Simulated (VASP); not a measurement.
VASP input:

KPOINTS:
```
Automatic mesh
0
Gamma
10 10 8
0 0 0
```

INCAR:
```
# general
SYSTEM =MgB2
PREC   =Accurate
ENCUT  =600
LREAL  =F
LASPH  =T

# electronic loop
EDIFF  =1E-7
NELM   =100   # most electronic steps
ALGO   =Normal   # blocked Davidson
LMIXTAU=T

# smearing
ISMEAR =1
SIGMA  =0.1

# functional
METAGGA=R2SCAN

# ions
IBRION =2   # conjugate gradients
NSW    =40   # most ionic steps
ISIF   =3   # ions, shape and volume
EDIFFG =-0.01
PSTRESS=200

# output
LWAVE  =F
LCHARG =F
```

### POSCAR
```
MgB2
1
    1.5377647260    -2.6634861449    -0.0000000000
    1.5377647260     2.6634861449    -0.0000000000
   -0.0000000000     0.0000000000     3.4809287100
Mg B
1 2
Direct
  0.0000000000   0.0000000000   1.0000000000
  0.3333330000   0.6666670000   0.5000000000
  0.6666670000   0.3333330000   0.5000000000
```

POTCAR, in this order: Mg B (PBE.64 set). Program: vasp_std.

Write an equivalent input for Ansatz.

One equivalent input (not run):
Ansatz 0.2 input:
```yaml
crystal:
  lattice:
    - [1.5377647, -2.6634861, 0.0000000]
    - [1.5377647, 2.6634861, 0.0000000]
    - [0.0000000, 0.0000000, 3.4809287]
  atoms:
    - { symbol: Mg, position: [0.0000000, 0.0000000, 1.0000000] }
    - { symbol: B, position: [0.3333330, 0.6666670, 0.5000000] }
    - { symbol: B, position: [0.6666670, 0.3333330, 0.5000000] }
kpoints:
  mp_grid: { grid: [10, 10, 8] }
hamiltonian:
  xc: r2scan
  pseudopotentials: { kind: paw }
scf:
  occupations: { method: methfessel_paxton, width: 0.1 }
  max_iter: 100
relax:
  max_steps: 40
  f_tol: 0.01
  cell: { p_target: 20 }
output: { forces: true, stress: true, eigenvalues: true }
```
Limits of the translation: each code has its own PAW files, so the cut-off isn't converted (ENCUT is set for VASP's; basis.ecutwfc is left out, and Ansatz then takes the one that its files recommend); Ansatz stops its SCF on the density residual and VASP on the energy change (EDIFF).

The compound is MgB2 in the AlB2 type structure. This run relaxes it under an external pressure of 20 GPa. Symmetry was kept, so distortions that lower it aren't found.
